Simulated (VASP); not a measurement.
Zr: single point with LDA

Crystal: Zr.

```
Zr
1.0
     4.92746    0.00000    0.00000
    -2.46373    4.26731    0.00000
     0.00000    0.00000    3.07887
Zr
3
Cartesian
  4.9275 0.0000 3.0789
  0.0000 2.8449 1.5394
  2.4637 1.4224 1.5394
```

This isn't the form of Zr at room conditions, which is hcp.

```
Program                : VASP 6.6.1
Task                   : single point
Functional             : LDA
Potentials or basis    : VASP PAW LDA potentials, release 64 (Zr_sv)
Cutoff                 : 520 eV
k mesh                 : 10 × 10 × 13
Occupations            : fermi-dirac, width 0.1 eV
Spin                   : no spin polarisation
Dipole correction      : no
Further INCAR settings : ALGO = Fast; EDIFF = 1e-06; NBANDS = 25
```

```yaml
Pressure: 0.1 GPa
Band_gap_on_the_k_mesh: none (metal or under the smearing width)
```

Levels at points of the mesh, in eV from the Fermi level:
| k point | band 14 | band 15 | band 16 | band 17 | band 18 | band 19 | band 20 | band 21 | band 22 | band 23 |
| --- | --- | --- | --- | --- | --- | --- | --- | --- | --- | --- |
| (0.00, 0.00, 0.00) | -2.56 | -0.42 | -0.42 | -0.36 | -0.36 | -0.18 | 0.86 | 1.71 | 1.71 | 2.35 |
| (0.50, 0.00, 0.00) | -3.04 | -3.01 | -0.68 | -0.68 | -0.52 | -0.01 | 0.75 | 1.14 | 2.00 | 2.53 |

Wall time 2.7 min on 1 thread of Intel(R) Xeon(R) Platinum 8559C (Emerald Rapids), on a shared host, peak memory 0.24 GiB.
